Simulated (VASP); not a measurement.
Consider the following.

```yaml
crystal:
  lattice:
    - [0.00000, 2.63300, 2.63300]
    - [2.63300, 0.00000, 2.63300]
    - [2.63300, 2.63300, 0.00000]
  atoms:
    - { symbol: Mg, position: [0.00000, 0.00000, 0.00000] }
    - { symbol: S, position: [0.50000, 0.50000, 0.50000] }
```

Level of theory: PBE GGA with D4 dispersion, VASP's PBE PAW potentials (set 64) (plane waves; VASP). Settings: 520 eV cut-off, 9×9×9 Γ-centred mesh, Gaussian smearing of 0.050 eV, potentials Mg S.

Task: Give the stress tensor in GPa (positive for a compressed cell).

Result: 
```
-4.17   0.00   0.00
 0.00  -4.17   0.00
 0.00   0.00  -4.17
```
The pressure is its mean diagonal, -4.17 GPa.

The compound is MgS in the rock salt structure. This cell is one point of a volume scan, at 1.06 of the reference volume.
